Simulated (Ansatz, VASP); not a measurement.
**Two plane-wave programs on SrMg**

```
Sr Mg
1.0
     4.19032    0.00000    0.00000
     0.00000    4.19032    0.00000
     0.00000    0.00000   20.28548
Sr Mg
2 2
Direct
  0.50000 0.50000 0.45101
  0.50000 0.50000 0.64369
  0.00000 0.00000 0.35467
  0.00000 0.00000 0.55063
```

Alike in both runs: functional LDA; k mesh 4 × 4 × 1; occupations gaussian, width 0.15 eV; no spin polarisation.

Ansatz relaxed the structure, and its values are those at the end. VASP's run is a single point on that final structure, the one shown.

|  | VASP | Ansatz |
| --- | --- | --- |
| version | VASP 6.6.1 | Ansatz 0.2.0 |
| potentials or method | VASP PAW LDA potentials, release 64 (Sr_sv, Mg) | plane waves, PAW |
| plane-wave cutoff (eV) | 520 | 420 |
| valence electrons in the cell | 24 | 40 |

|  | VASP | Ansatz | Ansatz less VASP |
| --- | --- | --- | --- |
| rms of the force components (eV/Å) | 0.008 | 0.005 | -0.0038 |

The two sets of potentials don't hold the same shells in valence. Ansatz warned: «vacuum_density_over_bound».

Caveats: the k mesh is coarse (spacing up to 0.37 Å⁻¹), so the values aren't converged.
